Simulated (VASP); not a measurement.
Here is a VASP 6.6.1 calculation.

File INCAR:

```
SYSTEM = CuGe6
PREC = Accurate ; ENCUT = 520
EDIFF = 1E-7 ; ISMEAR = 0
SIGMA = 0.1 ; LREAL = .False.
LASPH = .True. ; NELM = 100
ALGO = Fast ; ISIF = 2
LWAVE = .False. ; LCHARG = .False.
GGA = PE ; NBANDS = 56
```

Contents of KPOINTS:

```
Automatic mesh
0
Gamma
  8 8 8
  0 0 0
```

File POSCAR:

```
CuGe6
1.0
   -3.5523818395      3.5523818395      3.5523818395
    3.5523818395     -3.5523818395      3.5523818395
    3.5523818395      3.5523818395     -3.5523818395
Cu Ge
1 6
Direct
    0.0000000000      0.0000000000      0.0000000000
    0.0000000000      0.6664601475      0.6664601475
    0.0000000000      0.3335398525      0.3335398525
    0.6664601475      0.0000000000      0.6664601475
    0.3335398525      0.0000000000      0.3335398525
    0.6664601475      0.6664601475      0.0000000000
    0.3335398525      0.3335398525      0.0000000000
```

Potentials or basis: VASP PAW PBE potentials, release 64 (Cu, Ge_d).

Command:

```sh
$ cat potpaw_PBE.64/Cu/POTCAR potpaw_PBE.64/Ge_d/POTCAR > POTCAR
$ mpirun -np 1 vasp_std > vasp.out
```

**Question.** Estimate the largest force.

**Answer.** 0.011 eV/Å.

**Question.** Estimate the pressure.

**Answer.** 0.0 GPa.

**Question.** Predict the band gap on the k mesh.

**Answer.** None (metal or under the smearing width).

Forces in eV/Å, atoms in the order of the input:
```
Cu   0.000  0.000  0.000
Ge  -0.011  0.000  0.000
Ge   0.011  0.000  0.000
Ge   0.000 -0.011  0.000
Ge   0.000  0.011  0.000
Ge   0.000  0.000 -0.011
Ge   0.000  0.000  0.011
```
